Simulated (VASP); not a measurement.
All values below come from r2SCAN+rVV10, VASP's PBE PAW potentials (set 64) (plane waves; VASP).

The input files of a VASP run:

File KPOINTS:
```
Automatic mesh
0
Gamma
11 11 9
0 0 0
```

INCAR:
```
SYSTEM = ZrB2
PREC = Accurate
ENCUT = 520
EDIFF = 1E-7
NELM = 100
ALGO = Normal
LREAL = .FALSE.
LASPH = .TRUE.
ISMEAR = 1
SIGMA = 0.1
METAGGA = R2SCAN
LUSE_VDW = .TRUE.
BPARAM = 11.95
CPARAM = 0.0093
LMIXTAU = .TRUE.
LMAXMIX = 4
LWAVE = .FALSE.
LCHARG = .FALSE.
ISIF = 4
IBRION = 2
NSW = 30
EDIFFG = -0.01
```

**POSCAR**
```
ZrB2
1.0
  1.5974196126  -2.7668124017   0.0000000000
  1.5974196126   2.7668124017   0.0000000000
  0.0000000000   0.0000000000   3.5856375379
Zr B
1 2
Cartesian
  0.0000000000   0.0000000000   0.0000000000
  1.5974196126   0.9222726451   1.7928187689
  1.5974196126  -0.9222726451   1.7928187689
```

POTCAR, in this order: Zr_sv B (PBE.64 set). Program: vasp_std.

What VASP printed:

OUTCAR:
```
 ion  position               nearest neighbor table
   1  0.000  0.000  0.000-   2 2.57   3 2.57   2 2.57   3 2.57   3 2.57   3 2.57   2 2.57   2 2.57
                             3 2.57   3 2.57   2 2.57   2 2.57
   2  0.333  0.667  0.500-   3 1.84   3 1.84   3 1.84   1 2.57   1 2.57   1 2.57   1 2.57   1 2.57
                             1 2.57
   3  0.667  0.333  0.500-   2 1.84   2 1.84   2 1.84   1 2.57   1 2.57   1 2.57   1 2.57   1 2.57
                             1 2.57
  LATTYP: Found a hexagonal cell.
 ALAT       =     3.1948396337
 C/A-ratio  =     1.1223216027
 Subroutine PRICEL returns:
 Original cell was already a primitive cell.
 Subroutine GETGRP returns: Found 24 space group operations
The static configuration has the point symmetry D_6h.
The dynamic configuration has the point symmetry D_6h.
 Subroutine INISYM returns: Found 24 space group operations
 Subroutine IBZKPT returns following result:
 Found     80 irreducible k-points:

 Following reciprocal coordinates:
            Coordinates               Weight
  0.000000  0.000000  0.000000      1.000000
  0.090909 -0.000000  0.000000      6.000000
  0.181818  0.000000  0.000000      6.000000
  0.272727  0.000000  0.000000      6.000000
  0.363636  0.000000  0.000000      6.000000
  0.454545  0.000000  0.000000      6.000000
  0.090909  0.090909  0.000000      6.000000
  0.181818  0.090909  0.000000     12.000000
  0.272727  0.090909  0.000000     12.000000
  0.363636  0.090909  0.000000     12.000000
  0.454545  0.090909  0.000000      6.000000
  0.181818  0.181818  0.000000      6.000000
  0.272727  0.181818  0.000000     12.000000
  0.363636  0.181818  0.000000     12.000000
  0.272727  0.272727  0.000000      6.000000
  0.363636  0.272727  0.000000      6.000000
  0.000000  0.000000  0.111111      2.000000
  0.090909 -0.000000  0.111111     12.000000
  0.181818  0.000000  0.111111     12.000000
  0.272727  0.000000  0.111111     12.000000
  0.363636  0.000000  0.111111     12.000000
  0.454545  0.000000  0.111111     12.000000
  0.090909  0.090909  0.111111     12.000000
  0.181818  0.090909  0.111111     24.000000
  0.272727  0.090909  0.111111     24.000000
  0.363636  0.090909  0.111111     24.000000
  0.454545  0.090909  0.111111     12.000000
  0.181818  0.181818  0.111111     12.000000
  0.272727  0.181818  0.111111     24.000000
  0.363636  0.181818  0.111111     24.000000
  0.272727  0.272727  0.111111     12.000000
  0.363636  0.272727  0.111111     12.000000
  0.000000  0.000000  0.222222      2.000000
  0.090909 -0.000000  0.222222     12.000000
  0.181818  0.000000  0.222222     12.000000
  0.272727  0.000000  0.222222     12.000000
  0.363636  0.000000  0.222222     12.000000
  0.454545  0.000000  0.222222     12.000000
  0.090909  0.090909  0.222222     12.000000
  0.181818  0.090909  0.222222     24.000000
   k-points           NKPTS =     80   k-points in BZ     NKDIM =     80   number of bands    NBANDS=     13
   number of dos      NEDOS =    301   number of ions     NIONS =      3
   total plane-waves  NPLWV =  16128
   dimension x,y,z NGX =    24 NGY =   24 NGZ =   28
   dimension x,y,z NGXF=    48 NGYF=   48 NGZF=   56
   ions per type =               1   2
   PREC   = accura    normal or accurate (medium, high low for compatibility)
   ISTART =      0    job   : 0-new  1-cont  2-samecut
   ICHARG =      2    charge: 1-file 2-atom 10-const
   ISPIN  =      1    spin polarized calculation?
   LNONCOLLINEAR =      F non collinear calculations
   LSORBIT =      F    spin-orbit coupling
   INIWAV =      1    electr: 0-lowe 1-rand  2-diag
   ENCUT  =  520.0 eV  38.22 Ry    6.18 a.u.   5.94  5.94  6.67*2*pi/ulx,y,z
...
```

**OSZICAR**
```
       N       E                     dE             d eps       ncg     rms          rms(c)
DAV:   1     0.965068864878E+02    0.96507E+02   -0.10044E+04  2080   0.141E+03
DAV:   2    -0.430621398202E+02   -0.13957E+03   -0.13461E+03  2433   0.347E+02
DAV:   3    -0.490699726790E+02   -0.60078E+01   -0.59631E+01  3450   0.632E+01
DAV:   4    -0.492136841884E+02   -0.14371E+00   -0.14361E+00  2670   0.924E+00
DAV:   5    -0.492165409359E+02   -0.28567E-02   -0.28561E-02  3211   0.106E+00    0.222E+01
DAV:   6    -0.403162296639E+02    0.89003E+01   -0.81476E+00  2774   0.259E+01    0.723E+00
DAV:   7    -0.402056164979E+02    0.11061E+00   -0.96656E-01  2620   0.107E+01    0.141E+00
DAV:   8    -0.401170112163E+02    0.88605E-01   -0.91600E-01  2495   0.957E+00    0.974E-01
DAV:   9    -0.402495513736E+02   -0.13254E+00   -0.40551E-02  2826   0.223E+00    0.768E-01
DAV:  10    -0.403739187189E+02   -0.12437E+00   -0.96578E-02  2480   0.373E+00    0.220E-01
DAV:  11    -0.403976743773E+02   -0.23756E-01   -0.48127E-03  2595   0.751E-01    0.151E-01
DAV:  12    -0.404122747941E+02   -0.14600E-01   -0.36725E-02  2255   0.187E+00    0.179E-01
DAV:  13    -0.404190144792E+02   -0.67397E-02   -0.34671E-03  2600   0.557E-01    0.104E-01
DAV:  14    -0.404215643616E+02   -0.25499E-02   -0.77646E-04  2415   0.255E-01    0.233E-02
DAV:  15    -0.404225367742E+02   -0.97241E-03   -0.74575E-04  2370   0.257E-01    0.197E-02
DAV:  16    -0.404225556942E+02   -0.18920E-04   -0.32685E-05  2997   0.551E-02    0.990E-03
DAV:  17    -0.404225479484E+02    0.77458E-05   -0.45910E-06  2630   0.177E-02    0.531E-03
DAV:  18    -0.404225560614E+02   -0.81130E-05   -0.53953E-06  2360   0.259E-02    0.211E-03
DAV:  19    -0.404225601002E+02   -0.40388E-05   -0.75290E-07  2400   0.111E-02    0.172E-03
DAV:  20    -0.404225593079E+02    0.79229E-06   -0.20361E-07  2008   0.501E-03    0.209E-03
DAV:  21    -0.404225597915E+02   -0.48361E-06   -0.86982E-08  1180   0.275E-03    0.414E-04
DAV:  22    -0.404225600913E+02   -0.29979E-06   -0.51799E-08  1130   0.252E-03    0.351E-04
DAV:  23    -0.404225603322E+02   -0.24091E-06   -0.95592E-09  1075   0.759E-04    0.101E-04
DAV:  24    -0.404225602524E+02    0.79763E-07   -0.17518E-09  1085   0.428E-04
   1 F= -.40422560E+02 E0= -.40422572E+02  d E =-.404226E+02
```

File OUTCAR:
```
------------------------ aborting loop because EDIFF is reached ----------------------------------------
  FORCE on cell =-STRESS in cart. coord.  units (eV):
  Direction    XX          YY          ZZ          XY          YZ          ZX
  --------------------------------------------------------------------------------------
  Total       -1.3707743     -1.3707748     -1.3607293      0.0000000      0.0000000     -0.0000000
  in kB      -69.2917331    -69.2917567    -68.7839653      0.0000000      0.0000000     -0.0000000
  external PRESSURE =     -69.1224850 kB  Pullay stress =       0.0000000 kB
  volume of cell :       31.70
      direct lattice vectors                 reciprocal lattice vectors
     1.597419613 -2.766812402  0.000000000     0.313004796 -0.180713372  0.000000000
     1.597419613  2.766812402  0.000000000     0.313004796  0.180713372  0.000000000
     0.000000000  0.000000000  3.585637538     0.000000000  0.000000000  0.278890431
 POSITION                                       TOTAL-FORCE (eV/Angst)
 -----------------------------------------------------------------------------------
      0.00000      0.00000      0.00000         0.000000     -0.000000      0.000000
      1.59742      0.92227      1.79282        -0.000000      0.000000      0.000000
      1.59742     -0.92227      1.79282        -0.000000      0.000000     -0.000000
 -----------------------------------------------------------------------------------
    total drift:                                0.000000     -0.000000      0.000000
  FREE ENERGIE OF THE ION-ELECTRON SYSTEM (eV)
  ---------------------------------------------------
  free  energy   TOTEN  =       -40.4225602524 eV

  energy  without entropy=      -40.4225963091  energy(sigma->0) =      -40.42257227

 reached required accuracy - stopping structural energy minimisation
```
(Selected blocks of OUTCAR.)

### OUTCAR
```
 val. band max:       10.0965258579   @ k =   0.1818   0.1818   0.1111

 cond. band min:      10.2301258288   @ k =   0.2727   0.1818   0.0000


 Fermi energy:        10.2014459734

 k-point     1 :       0.0000    0.0000    0.0000
  band No.  band energies     occupation
      1     -40.1945      2.00000
      2     -17.6801      2.00000
      3     -17.1334      2.00000
      4     -17.1334      2.00000
      5      -3.1950      2.00000
      6       7.6299      2.00000
      7       7.6307      2.00000
      8       7.6307      2.00000
      9       7.6623      2.00000
     10      13.7853      0.00000
     11      13.7853      0.00000
     12      14.5312      0.00000
     13      14.5313      0.00000

 k-point     2 :       0.0909   -0.0000    0.0000
  band No.  band energies     occupation
      1     -40.1856      2.00000
      2     -17.6669      2.00000
      3     -17.2106      2.00000
      4     -17.1499      2.00000
      5      -3.0244      2.00000
      6       7.0953      2.00000
      7       7.4685      2.00000
      8       7.6199      2.00000
      9       7.8254      2.00000
     10      13.6170      0.00000
     11      13.6798      0.00000
     12      13.9787      0.00000
     13      14.0275      0.00000

 k-point     3 :       0.1818    0.0000    0.0000
  band No.  band energies     occupation
      1     -40.1618      2.00000
      2     -17.6312      2.00000
      3     -17.4128      2.00000
      4     -17.1940      2.00000
      5      -2.5336      2.00000
      6       5.8829      2.00000
      7       7.0970      2.00000
      8       7.5501      2.00000
      9       8.1684      2.00000
     10      12.6229      0.00000
     11      13.4136      0.00000
     12      13.6791      0.00000
     13      14.3102      0.00000

 k-point     4 :       0.2727    0.0000    0.0000
  band No.  band energies     occupation
      1     -40.1304      2.00000
      2     -17.6679      2.00000
      3     -17.5840      2.00000
...
```

The compound is ZrB2 in the AlB2 type structure. This cell is one point of a volume scan, at 1.03 of the reference volume.
